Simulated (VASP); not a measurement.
## Bi2Se3 (Paraguanajuatite): input slips in a phonon run and what they do

Some phonon runs on Bi2Se3 (Paraguanajuatite) get a fault in the input on purpose. Which of them show, and how? The starting structure is a measured crystal structure from the Crystallography Open Database.

Method: Kohn-Sham DFT with plane waves and PAW; LDA, in VASP 6.6.1.

## 1. Set-up

The structure is trigonal, space group R-3m (No. 166). Conventional cell: a = 4.143 Å, b = 4.143 Å, c = 28.636 Å, α = 90.00°, β = 90.00°, γ = 120.00°. Nearest to Bi lie 6 Se at 2.85 to 3.07 Å. Se has 3 Bi at 2.85 Å nearest. Se has 6 Bi at 3.07 Å nearest. Farther neighbours and most contacts between anions are not listed.

## 2. Reference modes

The cell comes from a relaxation at this level, not shown (135.82 Å³).

Input file INCAR:

```
SYSTEM = Bi2Se3
PREC = Accurate
ENCUT = 450
EDIFF = 1E-08
NELM = 100
ISMEAR = 0
SIGMA = 0.03
LREAL = .FALSE.
ALGO = Normal
GGA = CA
NBANDS = 30
LORBIT = 11
LWAVE = .FALSE.
LCHARG = .FALSE.
KPAR = 16
IBRION = 6
NFREE = 2
POTIM = 0.015
NSW = 1
ISIF = 2
```

Input file POSCAR:

```
Bi2Se3
1.0
   -4.1079494959      0.0000000000      0.0000000000
    2.0539747480     -3.5575886209      0.0000000000
    2.0539747480      1.1858628736      9.2937016610
Bi Se
2 3
Direct
    0.1973395392      0.5986697696      0.7960093089
    0.8026604608      0.4013302304      0.2039906911
    0.5818467703      0.7909233852      0.3727701556
    0.4181532297      0.2090766148      0.6272298444
    0.0000000000      0.0000000000      0.0000000000
```

Input file KPOINTS:

```
Automatic mesh
0
Gamma
6 6 6
0 0 0
```

PAW data sets: Bi_d and Se (LDA family, release 64).

Command:

```bash
> mpirun -np 16 vasp_std
```

The log of the run:

```text
[banner, memory and clock lines left out]
running   16 mpi-ranks, on    1 nodes
 distrk:  each k-point on    1 cores,   16 groups
 distr:  one band on    1 cores,    1 groups

 POSCAR found type information on POSCAR BiSe
 POSCAR found :  2 types and       5 ions
|                                                                             |
|           W    W    AA    RRRRR   N    N  II  N    N   GGGG   !!!           |
|           W    W   A  A   R    R  NN   N  II  NN   N  G    G  !!!           |
|           W    W  A    A  R    R  N N  N  II  N N  N  G       !!!           |
|           W WW W  AAAAAA  RRRRR   N  N N  II  N  N N  G  GGG   !            |
|           WW  WW  A    A  R   R   N   NN  II  N   NN  G    G                |
|           W    W  A    A  R    R  N    N  II  N    N   GGGG   !!!           |
|                                                                             |
|     For optimal performance we recommend to set                             |
|       NCORE = 2 up to number-of-cores-per-socket                            |
|     NCORE specifies how many cores store one orbital (NPAR=cpu/NCORE).      |
|     This setting can greatly improve the performance of VASP for DFT.       |
|     The default, NCORE=1 might be grossly inefficient on modern             |
|     multi-core architectures or massively parallel machines. Do your        |
|     Unfortunately you need to use the default for GW and RPA                |
|     calculations (for HF NCORE is supported but not extensively tested      |
|     yet).                                                                   |
|                                                                             |

 LDA part: xc-table for (Slater(with rela. corr.)+CA(PZ))
 , standard interpolation
 POSCAR, INCAR and KPOINTS ok, starting setup
 FFT: planning ... GRIDC
 FFT: planning ... GRID_SOFT
 FFT: planning ... GRID
 WAVECAR not read
 entering main loop
       N       E                     dE             d eps       ncg     rms          rms(c)
DAV:   1     0.449378670371E+03    0.44938E+03   -0.21278E+04  1928   0.151E+03
DAV:   2     0.290895434748E+02   -0.42029E+03   -0.40600E+03  1994   0.411E+02
DAV:   3    -0.219328507639E+02   -0.51022E+02   -0.48698E+02  2538   0.152E+02
DAV:   4    -0.240967477736E+02   -0.21639E+01   -0.21380E+01  2210   0.318E+01
DAV:   5    -0.241775263526E+02   -0.80779E-01   -0.80723E-01  2550   0.661E+00    0.546E+00
DAV:   6    -0.234487237016E+02    0.72880E+00   -0.11763E+00  2472   0.758E+00    0.354E+00
DAV:   7    -0.234377124614E+02    0.11011E-01   -0.31629E-01  2154   0.254E+00    0.178E+00
DAV:   8    -0.234349053095E+02    0.28072E-02   -0.48015E-02  2358   0.113E+00    0.502E-01
DAV:   9    -0.234335751484E+02    0.13302E-02   -0.27357E-03  2404   0.453E-01    0.119E-01
DAV:  10    -0.234336030301E+02   -0.27882E-04   -0.14522E-03  2130   0.194E-01    0.468E-02
DAV:  11    -0.234336104011E+02   -0.73710E-05   -0.16020E-04  2286   0.746E-02    0.289E-02
DAV:  12    -0.234336151467E+02   -0.47456E-05   -0.23586E-05  2648   0.258E-02    0.704E-03
DAV:  13    -0.234336149478E+02    0.19889E-06   -0.36765E-06  2334   0.152E-02    0.306E-03
DAV:  14    -0.234336149202E+02    0.27606E-07   -0.43565E-07  1956   0.356E-03    0.107E-03
DAV:  15    -0.234336149196E+02    0.66484E-09   -0.40488E-08  1902   0.146E-03
   1 F= -.23433615E+02 E0= -.23433560E+02  d E =-.110663E-03
[... from here on, the cycles between the ionic steps are left out ...]
   2 F= -.23433275E+02 E0= -.23433220E+02  d E =-.111080E-03
   3 F= -.23433275E+02 E0= -.23433220E+02  d E =-.111095E-03
   4 F= -.23432658E+02 E0= -.23432622E+02  d E =-.723654E-04
   5 F= -.23432648E+02 E0= -.23432605E+02  d E =-.867900E-04
   6 F= -.23433146E+02 E0= -.23433091E+02  d E =-.110610E-03
   7 F= -.23433146E+02 E0= -.23433090E+02  d E =-.110607E-03
   8 F= -.23432912E+02 E0= -.23432868E+02  d E =-.878700E-04
   9 F= -.23432890E+02 E0= -.23432841E+02  d E =-.973445E-04
  10 F= -.23433246E+02 E0= -.23433190E+02  d E =-.110769E-03
  11 F= -.23433246E+02 E0= -.23433190E+02  d E =-.110768E-03
  12 F= -.23433030E+02 E0= -.23432979E+02  d E =-.102099E-03
 Finite differences progress:
  Degree of freedom:   6/  6
  Displacement:        1/  2
  Total:              11/ 12
 bond charge predicted
       N       E                     dE             d eps       ncg     rms          rms(c)
DAV:   1    -0.234315844531E+02    0.14451E-02   -0.74663E-01  1920   0.285E+00    0.237E-01
DAV:   2    -0.234330288273E+02   -0.14444E-02   -0.22308E-02  2442   0.856E-01    0.611E-02
DAV:   3    -0.234330440237E+02   -0.15196E-04   -0.12157E-03  2432   0.343E-01    0.486E-02
DAV:   4    -0.234330349469E+02    0.90768E-05   -0.10916E-04  2356   0.637E-02    0.232E-02
DAV:   5    -0.234330294921E+02    0.54548E-05   -0.21614E-05  2106   0.389E-02    0.669E-03
DAV:   6    -0.234330295622E+02   -0.70083E-07   -0.34829E-06  2444   0.971E-03    0.303E-03
DAV:   7    -0.234330295598E+02    0.23683E-08   -0.53632E-07  2032   0.482E-03    0.118E-03
DAV:   8    -0.234330295533E+02    0.65738E-08   -0.60692E-08  1920   0.149E-03
  13 F= -.23433030E+02 E0= -.23432979E+02  d E =-.102102E-03
 Finite differences progress:
  Degree of freedom:   6/  6
  Displacement:        2/  2
  Total:              12/ 12
```

The job ended after 1.9 min (16 MPI ranks of Intel Xeon 6975P-C (Granite Rapids), shared host; peak memory 10 GiB; 24 min of CPU time).

Lines that name or quote the potential files are left out of all logs, and their timing lines are given in words.

Parts of OUTCAR (step 2):

```text
ion  position               nearest neighbor table
   1  0.197  0.599  0.796-   4 2.84   4 2.84   4 2.84   5 3.04   5 3.04   5 3.04
   2  0.803  0.401  0.204-   3 2.84   3 2.84   3 2.84   5 3.04   5 3.04   5 3.04
   3  0.582  0.791  0.373-   2 2.84   2 2.84   2 2.84
   4  0.418  0.209  0.627-   1 2.84   1 2.84   1 2.84
   5  0.000  0.000  0.000-   1 3.04   2 3.04   2 3.04   1 3.04   2 3.04   1 3.04

  LATTYP: Found a trigonal (rhomboedric) cell.
 ALAT       =     9.5915574118
 COS(alpha) =     0.9082846697

 Subroutine GETGRP returns: Found 12 space group operations
 (whereof 12 operations were pure point group operations)

The static configuration has the point symmetry D_3d.

 Found     32 irreducible k-points:

   k-points           NKPTS =     32   k-points in BZ     NKDIM =     32   number of bands    NBANDS=     30

   dimension x,y,z NGX =    28 NGY =   28 NGZ =   70
   dimension x,y,z NGXF=    56 NGYF=   56 NGZF=  140

   ENCUT  =  450.0 eV  33.07 Ry    5.75 a.u.   7.11  7.11 16.59*2*pi/ulx,y,z

   NELECT =      48.0000    total number of electrons

 k-points in reciprocal lattice and weights: Automatic mesh
   0.00000000  0.00000000  0.00000000       0.005
   0.16666667  0.00000000 -0.00000000       0.028
   0.33333333  0.00000000  0.00000000       0.028
   0.50000000  0.00000000  0.00000000       0.014
   0.00000000  0.16666667  0.00000000       0.028
   0.16666667  0.16666667 -0.00000000       0.056
   0.33333333  0.16666667  0.00000000       0.056
   0.00000000  0.33333333  0.00000000       0.028
   0.16666667  0.33333333  0.00000000       0.056
[...]
0.16666667  0.16666667  0.33333333       0.028
   0.00000000  0.00000000  0.50000000       0.005

 average (electrostatic) potential at core
       1-105.8555       2-105.8805       3 -58.9637       4 -58.9242       5 -58.8117

 E-fermi :   5.4594

 k-point     1 :       0.0000    0.0000    0.0000
  band No.  band energies     occupation
    ...
     20       3.3975      2.00000
     21       3.3975      2.00000
     22       4.1315      2.00000
     23       4.1315      2.00000
     24       5.4397      1.64541
     25       5.4790      0.35459
     26       6.5912      0.00000
     27       6.5912      0.00000
     28       7.4841      0.00000
     29       8.1092      0.00000
    ...

 k-point     2 :       0.1667    0.0000   -0.0000
  band No.  band energies     occupation
    ...
     20       3.5226      2.00000
     21       3.6619      2.00000
     22       3.8511      2.00000
     23       4.4219      2.00000
     24       4.7724      2.00000
     25       6.6355      0.00000
     26       6.8986      0.00000
     27       7.2126      0.00000
     28       7.7058      0.00000
     29       8.2750      0.00000
    ...

 k-point     3 :       0.3333    0.0000    0.0000
  band No.  band energies     occupation
    ...
     20       2.9284      2.00000
     21       3.0179      2.00000
     22       3.6479      2.00000
     23       3.7085      2.00000
     24       3.8654      2.00000
     25       7.0400      0.00000
     26       7.8352      0.00000
     27       8.1751      0.00000
     28       8.3103      0.00000
     29       8.6173      0.00000
    ...

  Total       -0.0015460     -0.0015460     -0.0027490      0.0000000      0.0000000     -0.0000000
  in kB       -0.0182374     -0.0182374     -0.0324277      0.0000000      0.0000000     -0.0000000
  external PRESSURE =      -0.0229675 kB  Pullay stress =       0.0000000 kB

  energy-cutoff  :      450.00
  volume of cell :      135.82
      direct lattice vectors                 reciprocal lattice vectors
    -4.107949496  0.000000000  0.000000000    -0.243430451 -0.140544637  0.071733168
     2.053974748 -3.557588621  0.000000000     0.000000000 -0.281089273  0.035866584
     2.053974748  1.185862874  9.293701661     0.000000000  0.000000000  0.107599753

 POSITION                                       TOTAL-FORCE (eV/Angst)
 -----------------------------------------------------------------------------------
      2.05397     -1.18586      7.39787        -0.000000      0.000000     -0.024158
     -2.05397     -1.18586      1.89583        -0.000000      0.000000     -0.023379
      0.00000     -2.37173      3.46441        -0.000000      0.000000     -0.014521
     -0.00000     -0.00000      5.82929        -0.000000      0.000000     -0.015915
      0.00000      0.00000     -0.01500         0.000000     -0.000000      0.077973
 -----------------------------------------------------------------------------------
    total drift:                               -0.000001     -0.000001     -0.000004

  FREE ENERGIE OF THE ION-ELECTRON SYSTEM (eV)
  ---------------------------------------------------
  free  energy   TOTEN  =       -23.4330295533 eV

  energy  without entropy=      -23.4329274514  energy(sigma->0) =      -23.43297850

 Eigenvectors and eigenvalues of the dynamical matrix
 ----------------------------------------------------

   1 f  =    5.415717 THz    34.027954 2PiTHz  180.648878 cm-1    22.397596 meV
             X         Y         Z           dx          dy          dz
      2.053975 -1.185863  7.397873    -0.000000    0.000000   -0.395679
     -2.053975 -1.185863  1.895829     0.000000   -0.000000    0.395679
      0.000000 -2.371726  3.464415    -0.000000    0.000000   -0.586036
     -0.000000 -0.000000  5.829287     0.000000   -0.000000    0.586036
      0.000000  0.000000  0.000000    -0.000000    0.000000   -0.000000

   2 f  =    4.784492 THz    30.061849 2PiTHz  159.593470 cm-1    19.787060 meV
             X         Y         Z           dx          dy          dz
      2.053975 -1.185863  7.397873     0.000000   -0.000000    0.280274
     -2.053975 -1.185863  1.895829     0.000000   -0.000000    0.280274
      0.000000 -2.371726  3.464415    -0.000000    0.000000   -0.610551
     -0.000000 -0.000000  5.829287    -0.000000    0.000000   -0.610551
      0.000000  0.000000  0.000000     0.000000   -0.000000    0.312007

   3 f  =    4.260722 THz    26.770907 2PiTHz  142.122393 cm-1    17.620923 meV
             X         Y         Z           dx          dy          dz
      2.053975 -1.185863  7.397873     0.224106   -0.173698   -0.000000
     -2.053975 -1.185863  1.895829    -0.224106    0.173698    0.000000
      0.000000 -2.371726  3.464415     0.511990   -0.396827   -0.000000
     -0.000000 -0.000000  5.829287    -0.511990    0.396827    0.000000
      0.000000  0.000000  0.000000    -0.000000   -0.000000    0.000000

   4 f  =    4.260722 THz    26.770907 2PiTHz  142.122393 cm-1    17.620923 meV
             X         Y         Z           dx          dy          dz
      2.053975 -1.185863  7.397873    -0.173698   -0.224106    0.000000
     -2.053975 -1.185863  1.895829     0.173698    0.224106   -0.000000
      0.000000 -2.371726  3.464415    -0.396827   -0.511990    0.000000
     -0.000000 -0.000000  5.829287     0.396827    0.511990   -0.000000
      0.000000  0.000000  0.000000    -0.000000   -0.000000    0.000000

   5 f  =    4.213699 THz    26.475449 2PiTHz  140.553854 cm-1    17.426449 meV
             X         Y         Z           dx          dy          dz
      2.053975 -1.185863  7.397873    -0.000000    0.000000    0.321156
     -2.053975 -1.185863  1.895829    -0.000000    0.000000    0.321156
      0.000000 -2.371726  3.464415     0.000000   -0.000000   -0.078440
     -0.000000 -0.000000  5.829287     0.000000   -0.000000   -0.078440
      0.000000  0.000000  0.000000    -0.000000    0.000000   -0.883975

   6 f  =    4.038104 THz    25.372153 2PiTHz  134.696635 cm-1    16.700247 meV
             X         Y         Z           dx          dy          dz
      2.053975 -1.185863  7.397873    -0.090935    0.070480   -0.000000
     -2.053975 -1.185863  1.895829    -0.090935    0.070480   -0.000000
      0.000000 -2.371726  3.464415     0.409499   -0.317388   -0.000000
     -0.000000 -0.000000  5.829287     0.409499   -0.317388   -0.000000
      0.000000  0.000000  0.000000    -0.522302    0.404817    0.000000

   7 f  =    4.038104 THz    25.372153 2PiTHz  134.696635 cm-1    16.700247 meV
             X         Y         Z           dx          dy          dz
      2.053975 -1.185863  7.397873     0.070480    0.090935    0.000000
     -2.053975 -1.185863  1.895829     0.070480    0.090935    0.000000
      0.000000 -2.371726  3.464415    -0.317388   -0.409499    0.000000
     -0.000000 -0.000000  5.829287    -0.317388   -0.409499    0.000000
      0.000000  0.000000  0.000000     0.404817    0.522302   -0.000000

   8 f  =    2.617838 THz    16.448362 2PiTHz   87.321678 cm-1    10.826503 meV
             X         Y         Z           dx          dy          dz
      2.053975 -1.185863  7.397873    -0.323199    0.250490    0.000000
     -2.053975 -1.185863  1.895829    -0.323199    0.250490    0.000000
      0.000000 -2.371726  3.464415     0.263712   -0.204385   -0.000000
     -0.000000 -0.000000  5.829287     0.263712   -0.204385   -0.000000
      0.000000  0.000000  0.000000     0.526055   -0.407709   -0.000000

   9 f  =    2.617838 THz    16.448362 2PiTHz   87.321678 cm-1    10.826503 meV
             X         Y         Z           dx          dy          dz
      2.053975 -1.185863  7.397873    -0.250490   -0.323199    0.000000
     -2.053975 -1.185863  1.895829    -0.250490   -0.323199    0.000000
      0.000000 -2.371726  3.464415     0.204385    0.263712   -0.000000
     -0.000000 -0.000000  5.829287     0.204385    0.263712   -0.000000
      0.000000  0.000000  0.000000     0.407709    0.526055   -0.000000

  10 f  =    2.257862 THz    14.186563 2PiTHz   75.314154 cm-1     9.337761 meV
             X         Y         Z           dx          dy          dz
      2.053975 -1.185863  7.397873    -0.000000    0.000000   -0.586036
     -2.053975 -1.185863  1.895829     0.000000   -0.000000    0.586036
      0.000000 -2.371726  3.464415     0.000000   -0.000000    0.395679
     -0.000000 -0.000000  5.829287    -0.000000    0.000000   -0.395679
      0.000000  0.000000  0.000000     0.000000    0.000000   -0.000000

  11 f  =    1.312228 THz     8.244970 2PiTHz   43.771204 cm-1     5.426935 meV
             X         Y         Z           dx          dy          dz
      2.053975 -1.185863  7.397873     0.511995   -0.396820   -0.000000
     -2.053975 -1.185863  1.895829    -0.511995    0.396820    0.000000
      0.000000 -2.371726  3.464415    -0.224109    0.173695    0.000000
     -0.000000 -0.000000  5.829287     0.224109   -0.173695   -0.000000
      0.000000  0.000000  0.000000     0.000000    0.000000   -0.000000

  12 f  =    1.312228 THz     8.244970 2PiTHz   43.771204 cm-1     5.426935 meV
             X         Y         Z           dx          dy          dz
      2.053975 -1.185863  7.397873     0.396820    0.511995   -0.000000
     -2.053975 -1.185863  1.895829    -0.396820   -0.511995    0.000000
      0.000000 -2.371726  3.464415    -0.173695   -0.224109    0.000000
     -0.000000 -0.000000  5.829287     0.173695    0.224109   -0.000000
      0.000000  0.000000  0.000000     0.000000    0.000000    0.000000

  13 f/i=    0.002607 THz     0.016383 2PiTHz    0.086977 cm-1     0.010784 meV
             X         Y         Z           dx          dy          dz
      2.053975 -1.185863  7.397873     0.253327    0.505357   -0.000000
     -2.053975 -1.185863  1.895829     0.253327    0.505357   -0.000000
      0.000000 -2.371726  3.464415     0.155404    0.310013   -0.000000
     -0.000000 -0.000000  5.829287     0.155404    0.310013   -0.000000
      0.000000  0.000000  0.000000     0.155471    0.310147   -0.000000

  14 f/i=    0.002607 THz     0.016383 2PiTHz    0.086977 cm-1     0.010784 meV
             X         Y         Z           dx          dy          dz
      2.053975 -1.185863  7.397873    -0.505357    0.253327   -0.000000
     -2.053975 -1.185863  1.895829    -0.505357    0.253327   -0.000000
      0.000000 -2.371726  3.464415    -0.310013    0.155404   -0.000000
     -0.000000 -0.000000  5.829287    -0.310013    0.155404   -0.000000
      0.000000  0.000000  0.000000    -0.310147    0.155471   -0.000000

  15 f/i=    0.007625 THz     0.047908 2PiTHz    0.254338 cm-1     0.031534 meV
             X         Y         Z           dx          dy          dz
      2.053975 -1.185863  7.397873     0.000000    0.000000    0.564185
     -2.053975 -1.185863  1.895829     0.000000    0.000000    0.564185
      0.000000 -2.371726  3.464415     0.000000    0.000000    0.347959
     -0.000000 -0.000000  5.829287     0.000000    0.000000    0.347959
      0.000000  0.000000  0.000000     0.000000    0.000000    0.348195

 ELASTIC MODULI CONTR FROM IONIC RELAXATION (kBar)
 Direction    XX          YY          ZZ          XY          YZ          ZX
 --------------------------------------------------------------------------------
 XX        -230.0178    -67.0738   -245.4733      0.0000    161.5420     -0.0000
 YY         -67.0738   -230.0178   -245.4733      0.0000   -161.5420      0.0000
 ZZ        -245.4733   -245.4733   -424.9104      0.0000      0.0000     -0.0000
 XY           0.0000      0.0000      0.0000    -81.4720     -0.0000    161.5418
 YZ         161.5420   -161.5420      0.0000     -0.0000   -320.4448      0.0000
 ZX          -0.0000      0.0000     -0.0000    161.5418      0.0000   -320.4442
 --------------------------------------------------------------------------------

 total charge
# of ion       s       p       d       tot
------------------------------------------
    1        1.616   1.105   9.962  12.684
    2        1.616   1.105   9.962  12.684
    3        1.500   2.253   0.026   3.779
    4        1.500   2.253   0.026   3.779
    5        1.481   2.321   0.024   3.826
--------------------------------------------------
tot          7.713   9.038  20.001  36.753

[... 3 further parts left out ...]
```

The last energy, forces, stress and levels in OUTCAR belong to the last displaced cell, not to the cell of POSCAR.

Reference: the zone-centre modes are A1g (2) 180.6, A2u (2) 159.6, Eg (2) 142.1, A2u (1) 140.6, Eu (2) 134.7, Eu (1) 87.3, A1g (1) 75.3, Eg (1) 43.8 cm⁻¹.

(Continued in part 2 of 2.)

[Lines on the potential files, build, host, timing and source positions are cut from VASP's logs without a mark.]

[Logs are printed without paths, hosts, clocks, repeated set-up lines and the standing remarks that a program may print on its own settings, such as how far it seeks lower states.]

[Hosts, paths, dates, database ids (printed as entryN), source tags and the programs' standing remarks are cut or masked in the printed files.]
